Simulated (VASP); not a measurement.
# BP: input slips in a band-gap run and what they do

Aim: see how common mistakes in a band-structure run show up, on BP. The starting structure is a measured crystal structure from the Crystallography Open Database. Cell and atoms stay as given unless a step says otherwise.

Program: VASP 6.6.1. Level of theory: Kohn-Sham DFT with plane waves and PAW; LDA. Results are calculated unless marked as measured.

### 1. Starting point

The structure is cubic, space group F-43m (No. 216). The conventional cell has a = 4.538 Å, b = 4.538 Å, c = 4.538 Å, α = 90.00°, β = 90.00°, γ = 90.00°. P has 4 B at 1.97 Å nearest. Nearest to B lie 4 P at 1.97 Å. Farther neighbours are not listed.

### 2. Reference bands

Input file INCAR:

```
SYSTEM = BP
PREC = Accurate
ENCUT = 370
EDIFF = 1E-06
NELM = 100
ISMEAR = 0
SIGMA = 0.03
LREAL = .FALSE.
ALGO = Normal
GGA = CA
NBANDS = 16
LORBIT = 11
LWAVE = .FALSE.
LCHARG = .FALSE.
KPAR = 8
LASPH = .TRUE.
```

Input file POSCAR:

```
BP
1.0
    0.0000000000      2.2690000000      2.2690000000
    2.2690000000      0.0000000000      2.2690000000
    2.2690000000      2.2690000000      0.0000000000
P B
1 1
Direct
    0.7500000000      0.7500000000      0.7500000000
    0.0000000000      0.0000000000      0.0000000000
```

Input file KPOINTS:

```
Automatic mesh
0
Gamma
8 8 8
0 0 0
```

Input file KPOINTS_OPT:

```
Line mode
10
Line-mode
Reciprocal
  0.00000000   0.00000000   0.00000000 GAMMA
  0.50000000   0.00000000   0.50000000 X

  0.50000000   0.00000000   0.50000000 X
  0.50000000   0.25000000   0.75000000 W

  0.50000000   0.25000000   0.75000000 W
  0.37500000   0.37500000   0.75000000 K

  0.37500000   0.37500000   0.75000000 K
  0.00000000   0.00000000   0.00000000 GAMMA

  0.00000000   0.00000000   0.00000000 GAMMA
  0.50000000   0.50000000   0.50000000 L

  0.50000000   0.50000000   0.50000000 L
  0.62500000   0.25000000   0.62500000 U

  0.62500000   0.25000000   0.62500000 U
  0.50000000   0.25000000   0.75000000 W

  0.50000000   0.25000000   0.75000000 W
  0.50000000   0.50000000   0.50000000 L

  0.50000000   0.50000000   0.50000000 L
  0.37500000   0.37500000   0.75000000 K

  0.62500000   0.25000000   0.62500000 U
  0.50000000   0.00000000   0.50000000 X
```

PAW data sets: P and B (LDA family, release 64).

Launch:

```bash
$ mpirun -np 8 vasp_std
```

Output:

```text
[banner, memory and clock lines left out]
running    8 mpi-ranks, on    1 nodes
 distrk:  each k-point on    1 cores,    8 groups
 distr:  one band on    1 cores,    1 groups

 POSCAR found type information on POSCAR P B
 POSCAR found :  2 types and       2 ions
|                                                                             |
|           W    W    AA    RRRRR   N    N  II  N    N   GGGG   !!!           |
|           W    W   A  A   R    R  NN   N  II  NN   N  G    G  !!!           |
|           W    W  A    A  R    R  N N  N  II  N N  N  G       !!!           |
|           W WW W  AAAAAA  RRRRR   N  N N  II  N  N N  G  GGG   !            |
|           WW  WW  A    A  R   R   N   NN  II  N   NN  G    G                |
|           W    W  A    A  R    R  N    N  II  N    N   GGGG   !!!           |
|                                                                             |
|     For optimal performance we recommend to set                             |
|       NCORE = 2 up to number-of-cores-per-socket                            |
|     NCORE specifies how many cores store one orbital (NPAR=cpu/NCORE).      |
|     This setting can greatly improve the performance of VASP for DFT.       |
|     The default, NCORE=1 might be grossly inefficient on modern             |
|     multi-core architectures or massively parallel machines. Do your        |
|     Unfortunately you need to use the default for GW and RPA                |
|     calculations (for HF NCORE is supported but not extensively tested      |
|     yet).                                                                   |
|                                                                             |

 LDA part: xc-table for (Slater(with rela. corr.)+CA(PZ))
 , standard interpolation
 POSCAR, INCAR and KPOINTS ok, starting setup
 FFT: planning ... GRIDC
 FFT: planning ... GRID_SOFT
 FFT: planning ... GRID
 WAVECAR not read
 entering main loop
       N       E                     dE             d eps       ncg     rms          rms(c)
DAV:   1     0.397140482617E+01    0.39714E+01   -0.31356E+03   928   0.353E+02
DAV:   2    -0.148162483196E+02   -0.18788E+02   -0.18117E+02  1256   0.797E+01
DAV:   3    -0.152083639768E+02   -0.39212E+00   -0.39186E+00  1080   0.952E+00
DAV:   4    -0.152091490469E+02   -0.78507E-03   -0.78506E-03  1248   0.533E-01
DAV:   5    -0.152091512739E+02   -0.22271E-05   -0.22272E-05  1072   0.266E-02    0.734E+00
DAV:   6    -0.145098347549E+02    0.69932E+00   -0.14050E+00  1176   0.368E+00    0.374E+00
DAV:   7    -0.143963548507E+02    0.11348E+00   -0.20735E-01  1176   0.169E+00    0.135E+00
DAV:   8    -0.143838308572E+02    0.12524E-01   -0.22834E-02  1240   0.635E-01    0.217E-01
DAV:   9    -0.143838853701E+02   -0.54513E-04   -0.84876E-04  1008   0.145E-01    0.106E-01
DAV:  10    -0.143838706301E+02    0.14740E-04   -0.83884E-05  1208   0.397E-02    0.222E-02
DAV:  11    -0.143838702629E+02    0.36725E-06   -0.12909E-06  1008   0.617E-03
   1 F= -.14383870E+02 E0= -.14383870E+02  d E =-.331480E-27
 Start KPOINTS_OPT (optional k-point list driver)
k-point batch [1-29\100]
       N       E                     dE             ncg
DAV:   1     0.717298189475E+03   -0.64112E+04      928
DAV:   2     0.197597573818E+03   -0.51970E+03     1264
DAV:   3     0.185916863282E+03   -0.11681E+02     1112
DAV:   4     0.185892630199E+03   -0.24233E-01     1240
DAV:   5     0.185892560293E+03   -0.69906E-04     1088
DAV:   6     0.185892560042E+03   -0.25102E-06     1136
[...]
k-point batch [88-100\100]
       N       E                     dE             ncg
DAV:   1     0.438166074826E+04   -0.36942E+04      424
DAV:   2     0.415194438607E+04   -0.22972E+03      544
DAV:   3     0.414736372690E+04   -0.45807E+01      544
DAV:   4     0.414735403634E+04   -0.96906E-02      496
DAV:   5     0.414735400771E+04   -0.28633E-04      552
DAV:   6     0.414735400760E+04   -0.11315E-06      488
```

Wall time 2.6 s (8 MPI ranks of Intel Xeon Platinum 8259CL at 2.50GHz (Skylake/Cascade Lake), shared host); peak memory 0.9 GiB; 16 s of CPU time.

Lines that name or quote the potential files are left out of all logs, and their timing lines are given in words.

Parts of OUTCAR (step 2):

```text
ion  position               nearest neighbor table
   1  0.750  0.750  0.750-   2 1.97   2 1.97   2 1.97   2 1.97
   2  0.000  0.000  0.000-   1 1.97   1 1.97   1 1.97   1 1.97

  LATTYP: Found a face centered cubic cell.
 ALAT       =     4.5380000000

 Subroutine GETGRP returns: Found 24 space group operations
 (whereof 24 operations were pure point group operations)

The static configuration has the point symmetry T_d .

 Found     29 irreducible k-points:

   k-points           NKPTS =     29   k-points in BZ     NKDIM =     29   number of bands    NBANDS=     16

   dimension x,y,z NGX =    20 NGY =   20 NGZ =   20
   dimension x,y,z NGXF=    40 NGYF=   40 NGZF=   40

   ENCUT  =  370.0 eV  27.19 Ry    5.21 a.u.   5.03  5.03  5.03*2*pi/ulx,y,z

   NELECT =       8.0000    total number of electrons

 k-points in reciprocal lattice and weights: Automatic mesh
   0.00000000  0.00000000  0.00000000       0.002
   0.12500000  0.00000000  0.00000000       0.016
   0.25000000  0.00000000  0.00000000       0.016
   0.37500000  0.00000000  0.00000000       0.016
   0.50000000  0.00000000  0.00000000       0.008
   0.12500000  0.12500000  0.00000000       0.012
   0.25000000  0.12500000  0.00000000       0.047
   0.37500000  0.12500000  0.00000000       0.047
   0.50000000  0.12500000  0.00000000       0.047
[...]
-0.37500000  0.50000000  0.12500000       0.023
  -0.25000000  0.50000000  0.25000000       0.012

 average (electrostatic) potential at core
       1 -82.2671       2 -30.0034

 E-fermi :   7.6285

 k-point     1 :       0.0000    0.0000    0.0000
  band No.  band energies     occupation
      1      -7.9835      2.00000
      2       7.4079      2.00000
      3       7.4079      2.00000
      4       7.4079      2.00000
      5      10.7859      0.00000
      6      10.7859      0.00000
      7      10.7859      0.00000
      8      14.7760      0.00000
      9      18.6629      0.00000
    ...

 k-point     2 :       0.1250    0.0000    0.0000
  band No.  band energies     occupation
      1      -7.7028      2.00000
      2       5.5657      2.00000
      3       6.9810      2.00000
      4       6.9810      2.00000
      5      11.3098      0.00000
      6      11.3746      0.00000
      7      11.3746      0.00000
      8      15.5385      0.00000
      9      18.6408      0.00000
    ...

 k-point     3 :       0.2500    0.0000    0.0000
  band No.  band energies     occupation
      1      -6.8789      2.00000
      2       2.5854      2.00000
      3       6.2953      2.00000
      4       6.2953      2.00000
      5      11.3884      0.00000
      6      12.1395      0.00000
      7      12.1395      0.00000
      8      16.8953      0.00000
      9      18.3591      0.00000
    ...

  Total       -0.7828240     -0.7828240     -0.7828240      0.0000000      0.0000000     -0.0000000
  in kB      -53.6835484    -53.6835484    -53.6835484      0.0000000      0.0000000     -0.0000000
  external PRESSURE =     -53.6835484 kB  Pullay stress =       0.0000000 kB

  energy-cutoff  :      370.00
  volume of cell :       23.36
      direct lattice vectors                 reciprocal lattice vectors
     0.000000000  2.269000000  2.269000000    -0.220361393  0.220361393  0.220361393
     2.269000000  0.000000000  2.269000000     0.220361393 -0.220361393  0.220361393
     2.269000000  2.269000000  0.000000000     0.220361393  0.220361393 -0.220361393

 POSITION                                       TOTAL-FORCE (eV/Angst)
 -----------------------------------------------------------------------------------
      3.40350      3.40350      3.40350        -0.000000     -0.000000     -0.000000
      0.00000      0.00000      0.00000         0.000000      0.000000      0.000000
 -----------------------------------------------------------------------------------
    total drift:                               -0.000000     -0.000000     -0.000000

  FREE ENERGIE OF THE ION-ELECTRON SYSTEM (eV)
  ---------------------------------------------------
  free  energy   TOTEN  =       -14.3838702629 eV

  energy  without entropy=      -14.3838702629  energy(sigma->0) =      -14.38387026

 total charge
# of ion       s       p       d       tot
------------------------------------------
    1        0.994   1.581   0.000   2.576
    2        0.661   1.282   0.000   1.944
--------------------------------------------------
tot          1.656   2.864   0.000   4.519

[... 3 further parts left out ...]
```

At this level the cell is under a tension of 5.4 GPa, so at these settings it is away from equilibrium.

The reference gap is 1.196 eV.

### 3. Bands with one electron missing

A slip made on purpose: one electron missing. Against step 2 the input has NELECT = 7 (also changed: NELM).

INCAR, as its differences from that of step 2:

```diff
@@ -4,3 +4,3 @@
 EDIFF = 1E-06
-NELM = 100
+NELM = 60
 ISMEAR = 0
@@ -16 +16,2 @@
 LASPH = .TRUE.
+NELECT = 7
```

POSCAR is that of step 2.

KPOINTS is that of step 2.

KPOINTS_OPT is that of step 2.

Launch:

```bash
$ mpirun -np 8 vasp_std
```

Output:

```text
[banner, memory and clock lines left out]
running    8 mpi-ranks, on    1 nodes
[...]
[... a notice as in an earlier step ...]

 LDA part: xc-table for (Slater(with rela. corr.)+CA(PZ))
 , standard interpolation
 POSCAR, INCAR and KPOINTS ok, starting setup
[...]
entering main loop
       N       E                     dE             d eps       ncg     rms          rms(c)
DAV:   1    -0.455328546110E+01   -0.45533E+01   -0.24731E+03   928   0.281E+02
DAV:   2    -0.198493898121E+02   -0.15296E+02   -0.14648E+02  1256   0.677E+01
DAV:   3    -0.201698478657E+02   -0.32046E+00   -0.31982E+00  1080   0.813E+00
DAV:   4    -0.201704935000E+02   -0.64563E-03   -0.64563E-03  1248   0.454E-01
DAV:   5    -0.201704953048E+02   -0.18048E-05   -0.18047E-05  1072   0.228E-02BRMIX: very serious problems
 the old and the new charge density differ
 old charge density:     8.00000 new    7.00000
BRMIX: very serious problems
 the old and the new charge density differ
 old charge density:     8.00000 new    7.00000
BRMIX: very serious problems
[...]
DAV:   9    -0.201892886384E+02    0.12771E-03   -0.44353E-04  1192   0.902E-02    0.298E-02
DAV:  10    -0.201892854090E+02    0.32293E-05   -0.16222E-05  1096   0.169E-02    0.214E-02
DAV:  11    -0.201892841627E+02    0.12463E-05   -0.69872E-06  1208   0.102E-02    0.280E-03
DAV:  12    -0.201892840204E+02    0.14230E-06   -0.21610E-07   584   0.219E-03
   1 F= -.20189284E+02 E0= -.20188497E+02  d E =-.157483E-02
 Start KPOINTS_OPT (optional k-point list driver)
k-point batch [1-29\100]
       N       E                     dE             ncg
DAV:   1     0.437593072698E+03   -0.54295E+04      928
DAV:   2     0.356977455706E+02   -0.40190E+03     1256
DAV:   3     0.271977701420E+02   -0.85000E+01     1120
DAV:   4     0.271756086696E+02   -0.22161E-01     1264
DAV:   5     0.271755289303E+02   -0.79739E-04     1072
DAV:   6     0.271755285944E+02   -0.33590E-06     1168
[...]
k-point batch [88-100\100]
       N       E                     dE             ncg
DAV:   1     0.347772597960E+04   -0.30030E+04      424
DAV:   2     0.329167052672E+04   -0.18606E+03      552
DAV:   3     0.328792830536E+04   -0.37422E+01      544
DAV:   4     0.328791853823E+04   -0.97671E-02      504
DAV:   5     0.328791850235E+04   -0.35882E-04      536
DAV:   6     0.328791850217E+04   -0.17351E-06      512
```

Wall time 2.8 s (8 MPI ranks); peak memory 0.9 GiB.

OUTCAR, selected parts (step 3):

```text
  Total      -11.6870253    -11.6870253    -11.6870253      0.0000000      0.0000000     -0.0000000
  in kB     -801.4585812   -801.4585812   -801.4585812      0.0000000      0.0000000     -0.0000000
  external PRESSURE =    -801.4585812 kB  Pullay stress =       0.0000000 kB

 POSITION                                       TOTAL-FORCE (eV/Angst)
 -----------------------------------------------------------------------------------
      3.40350      3.40350      3.40350         0.000000      0.000000      0.000000
      0.00000      0.00000      0.00000        -0.000000     -0.000000     -0.000000
 -----------------------------------------------------------------------------------
    total drift:                               -0.000000     -0.000000     -0.000000

  FREE ENERGIE OF THE ION-ELECTRON SYSTEM (eV)
  ---------------------------------------------------
  free  energy   TOTEN  =       -20.1892840204 eV

  energy  without entropy=      -20.1877091917  energy(sigma->0) =      -20.18849661

[... 2 parts as in an earlier step ...]

[... 1 further part left out ...]
[key lines of the parts left out:]
E-fermi :   5.0170
```

With one electron missing there is no gap to read, since by its occupations the run counts as a metal (its levels may still leave one).

### 4. Bands with a k mesh far too coarse and no band path

A slip made on purpose: a k mesh far too coarse and no band path. Against step 2 the input has a 3×3×3 mesh and no band path (also changed: NELM, NBANDS, KPAR and NCORE).

INCAR, as its differences from that of step 3:

```diff
@@ -10,3 +10,3 @@
 GGA = CA
-NBANDS = 16
+NBANDS = 10
 LORBIT = 11
@@ -14,4 +14,4 @@
 LCHARG = .FALSE.
-KPAR = 8
+KPAR = 2
+NCORE = 4
 LASPH = .TRUE.
-NELECT = 7
```

POSCAR is that of step 3.

Input file KPOINTS:

```
Automatic mesh
0
Gamma
3 3 3
0 0 0
```

Launch:

```bash
$ mpirun -np 8 vasp_std
```

Output:

```text
[banner, memory and clock lines left out]
running    8 mpi-ranks, on    1 nodes
[...]
LDA part: xc-table for (Slater(with rela. corr.)+CA(PZ))
 , standard interpolation
 POSCAR, INCAR and KPOINTS ok, starting setup
[...]
entering main loop
       N       E                     dE             d eps       ncg     rms          rms(c)
DAV:   1     0.281668308142E+01    0.28167E+01   -0.33271E+03    80   0.543E+02
DAV:   2    -0.142947452508E+02   -0.17111E+02   -0.16742E+02   114   0.972E+01
DAV:   3    -0.147104591288E+02   -0.41571E+00   -0.41516E+00    88   0.132E+01
DAV:   4    -0.147119658219E+02   -0.15067E-02   -0.15066E-02   100   0.969E-01
[...]
DAV:  10    -0.137561146763E+02   -0.18095E-04   -0.15129E-04    94   0.776E-02    0.398E-02
DAV:  11    -0.137561179298E+02   -0.32535E-05   -0.19634E-05    92   0.203E-02    0.518E-02
DAV:  12    -0.137561170950E+02    0.83478E-06   -0.39464E-06    76   0.893E-03
   1 F= -.13756117E+02 E0= -.13756117E+02  d E =-.317010E-15
```

Wall time 1 s (8 MPI ranks); peak memory 0.73 GiB; 3.9 s of CPU time.

Parts of OUTCAR (step 4):

```text
  Total       -0.2905575     -0.2905575     -0.2905575     -0.0000000      0.0000000      0.0000000
  in kB      -19.9254986    -19.9254986    -19.9254986     -0.0000000      0.0000000      0.0000000
  external PRESSURE =     -19.9254986 kB  Pullay stress =       0.0000000 kB

 POSITION                                       TOTAL-FORCE (eV/Angst)
 -----------------------------------------------------------------------------------
      3.40350      3.40350      3.40350        -0.000000      0.000000     -0.000000
      0.00000      0.00000      0.00000         0.000000     -0.000000      0.000000
 -----------------------------------------------------------------------------------
    total drift:                               -0.000000     -0.000000     -0.000000

  FREE ENERGIE OF THE ION-ELECTRON SYSTEM (eV)
  ---------------------------------------------------
  free  energy   TOTEN  =       -13.7561170950 eV

  energy  without entropy=      -13.7561170950  energy(sigma->0) =      -13.75611709

[... 1 part as in an earlier step ...]

[... 2 further parts left out ...]
[key lines of the parts left out:]
E-fermi :   7.6820
```

With a k mesh far too coarse and no band path the gap is 1.261 eV, +0.065 eV from the reference, read on the mesh alone.

[end of part 1 of 2]

[Lines on the potential files, build, host, timing and source positions are cut from VASP's logs without a mark.]

[Logs are printed without paths, hosts, clocks, repeated set-up lines and the standing remarks that a program may print on its own settings, such as how far it seeks lower states.]

[Hosts, paths, dates, database ids (printed as entryN), source tags and the programs' standing remarks are cut or masked in the printed files.]
